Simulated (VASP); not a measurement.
Method: vdW-DF2, VASP's PBE PAW potentials (set 64) (plane waves; VASP 6.6.1).

VASP ran on this input.

**POSCAR**
```
SnO2
1
    4.8982146704     0.0000000000     0.0000000000
    0.0000000000     4.8982146704     0.0000000000
    0.0000000000     0.0000000000     3.3059149024
Sn O
2 4
Direct
  0.0000000000   0.0000000000   0.0000000000
  0.5000000000   0.5000000000   0.5000000000
  0.3065591291   0.3065591291   0.0000000000
  0.8065591291   0.1934408709   0.5000000000
  0.1934408709   0.8065591291   0.5000000000
  0.6934408709   0.6934408709   0.0000000000
```

INCAR:
```
SYSTEM=SnO2
PREC=Accurate; ENCUT=520; LREAL=.False.
LASPH=.True.
EDIFF=1E-7; NELM=100; ALGO=Normal
LMAXMIX=4
ISMEAR=0; SIGMA=0.05
GGA=ML; LUSE_VDW=.True.; AGGAC=0.0
ZAB_VDW=-1.8867
IBRION=2; NSW=30; ISIF=4
EDIFFG=-0.01
LWAVE=.False.; LCHARG=.False.
```

KPOINTS:
```
Automatic mesh
0
Gamma
5 5 7
0 0 0
```

POTCAR, in this order: Sn_d O (PBE.64 set). Program: vasp_std.

Output of the run:

**OSZICAR**
```
       N       E                     dE             d eps       ncg     rms          rms(c)
DAV:   1     0.671352781231E+03    0.67135E+03   -0.26446E+04  1602   0.253E+03
DAV:   2     0.685306170181E+02   -0.60282E+03   -0.58240E+03  1708   0.689E+02
DAV:   3    -0.273048471915E+02   -0.95835E+02   -0.94656E+02  1740   0.229E+02
DAV:   4    -0.320110415974E+02   -0.47062E+01   -0.46926E+01  1741   0.573E+01
DAV:   5    -0.321709848074E+02   -0.15994E+00   -0.15990E+00  1883   0.105E+01    0.180E+01
DAV:   6    -0.234734512738E+02    0.86975E+01   -0.39639E+01  2355   0.824E+01    0.572E+00
DAV:   7    -0.235757747140E+02   -0.10232E+00   -0.29430E+00  1594   0.111E+01    0.315E+00
DAV:   8    -0.235339155975E+02    0.41859E-01   -0.48828E-01  2276   0.581E+00    0.944E-01
DAV:   9    -0.235110456299E+02    0.22870E-01   -0.12810E-01  2407   0.391E+00    0.158E-01
DAV:  10    -0.235118176919E+02   -0.77206E-03   -0.95612E-03  2225   0.975E-01    0.108E-01
DAV:  11    -0.235116220097E+02    0.19568E-03   -0.16099E-03  2325   0.444E-01    0.268E-02
DAV:  12    -0.235116367620E+02   -0.14752E-04   -0.11833E-04  1740   0.750E-02    0.250E-02
DAV:  13    -0.235116310649E+02    0.56971E-05   -0.28140E-05  2478   0.562E-02    0.157E-03
DAV:  14    -0.235116313242E+02   -0.25929E-06   -0.20844E-06  1734   0.100E-02    0.373E-04
DAV:  15    -0.235116312717E+02    0.52513E-07   -0.66895E-08  1150   0.259E-03
   1 F= -.23511631E+02 E0= -.23511610E+02  d E =-.235116E+02
```

OUTCAR:
```
------------------------ aborting loop because EDIFF is reached ----------------------------------------
  FORCE on cell =-STRESS in cart. coord.  units (eV):
  Direction    XX          YY          ZZ          XY          YZ          ZX
  --------------------------------------------------------------------------------------
  Total        0.0329612      0.0329612     -0.0389476      0.0000000      0.0000000      0.0000000
  in kB        0.6658031      0.6658031     -0.7867269      0.0000000      0.0000000      0.0000000
  external PRESSURE =       0.1816265 kB  Pullay stress =       0.0000000 kB
  volume of cell :       79.32
      direct lattice vectors                 reciprocal lattice vectors
     4.898214670  0.000000000  0.000000000     0.204156018  0.000000000  0.000000000
     0.000000000  4.898214670  0.000000000     0.000000000  0.204156018  0.000000000
     0.000000000  0.000000000  3.305914902     0.000000000  0.000000000  0.302488125
 POSITION                                       TOTAL-FORCE (eV/Angst)
 -----------------------------------------------------------------------------------
      0.00000      0.00000      0.00000         0.000000      0.000000     -0.000000
      2.44911      2.44911      1.65296         0.000000      0.000000     -0.000000
      1.50159      1.50159      0.00000        -0.001342     -0.001342      0.000000
      3.95070      0.94751      1.65296        -0.001342      0.001342     -0.000000
      0.94751      3.95070      1.65296         0.001342     -0.001342     -0.000000
      3.39662      3.39662      0.00000         0.001342      0.001342     -0.000000
 -----------------------------------------------------------------------------------
    total drift:                                0.000000      0.000000      0.000000
  FREE ENERGIE OF THE ION-ELECTRON SYSTEM (eV)
  ---------------------------------------------------
  free  energy   TOTEN  =       -23.5116312717 eV

  energy  without entropy=      -23.5115889104  energy(sigma->0) =      -23.51161009

 reached required accuracy - stopping structural energy minimisation
```
(Selected blocks of OUTCAR.)

The compound is SnO2 in the rutile structure. It was relaxed first, which changed the volume by +11 %.
